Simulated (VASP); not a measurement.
A VASP calculation is set up with these files.

### INCAR
```
! general
SYSTEM  = Mo3Si
PREC    = Accurate
ENCUT   = 500
LREAL   = F
LASPH   = T

! electronic loop
EDIFF   = 1E-6
NELM    = 100
ALGO    = Normal
LMAXMIX = 4

! smearing
ISMEAR  = 1
SIGMA   = 0.1

! functional
GGA     = PS

! ions
IBRION  = 2
NSW     = 40
ISIF    = 3
EDIFFG  = -0.02
PSTRESS = 200

! output
LWAVE   = F
LCHARG  = F
```

**POSCAR**
```
Mo3Si
1
    4.8082588874     0.0000000000     0.0000000000
    0.0000000000     4.8082588874     0.0000000000
    0.0000000000     0.0000000000     4.8082588874
Si Mo
2 6
Direct
  0.5000000000   0.5000000000   0.5000000000
  0.0000000000   0.0000000000   0.0000000000
  0.2500000000   0.0000000000   0.5000000000
  0.5000000000   0.2500000000   0.0000000000
  0.5000000000   0.7500000000   0.0000000000
  0.7500000000   0.0000000000   0.5000000000
  0.0000000000   0.5000000000   0.7500000000
  0.0000000000   0.5000000000   0.2500000000
```

**KPOINTS**
```
Automatic mesh
0
gamma
 7 7 7
```

POTCAR, in this order: Si Mo_sv (PBE.64 set). Program: vasp_std.

Q: Translate this PBEsol calculation to Quantum ESPRESSO's pw.x.

A: One equivalent input (not run):
```
&CONTROL
  calculation = 'vc-relax'
  pseudo_dir = './pseudo'
  outdir = './out'
  tprnfor = .true.
  tstress = .true.
  nstep = 40
  forc_conv_thr = 0.00078
/
&SYSTEM
  ibrav = 0
  nat = 8
  ntyp = 2
  ecutwfc = 80
  occupations = 'smearing'
  smearing = 'methfessel-paxton'
  degauss = 0.00735
  input_dft = 'pbesol'
/
&ELECTRONS
  conv_thr = 7.3e-08
  electron_maxstep = 100
/
&IONS
/
&CELL
  press = 200
/
ATOMIC_SPECIES
  Si 28.085 Si.upf
  Mo 95.950 Mo.upf
CELL_PARAMETERS angstrom
     4.8082589    0.0000000    0.0000000
     0.0000000    4.8082589    0.0000000
     0.0000000    0.0000000    4.8082589
ATOMIC_POSITIONS crystal
  Si   0.5000000  0.5000000  0.5000000
  Si   0.0000000  0.0000000  0.0000000
  Mo   0.2500000  0.0000000  0.5000000
  Mo   0.5000000  0.2500000  0.0000000
  Mo   0.5000000  0.7500000  0.0000000
  Mo   0.7500000  0.0000000  0.5000000
  Mo   0.0000000  0.5000000  0.7500000
  Mo   0.0000000  0.5000000  0.2500000
K_POINTS automatic
  7 7 7 0 0 0
```
Limits of the translation: the potentials are each code's own (VASP's PAW set, PseudoDojo norm-conserving files in pw.x), so ENCUT and ecutwfc are chosen apart and not converted; conv_thr bounds pw.x's estimated SCF error, while EDIFF bounds the energy change between steps; forc_conv_thr acts on force components and is met together with etot_conv_thr.

The compound is Mo3Si in the A15 structure. This run relaxes it under an external pressure of 20 GPa. Symmetry was kept, so distortions that lower it aren't found.
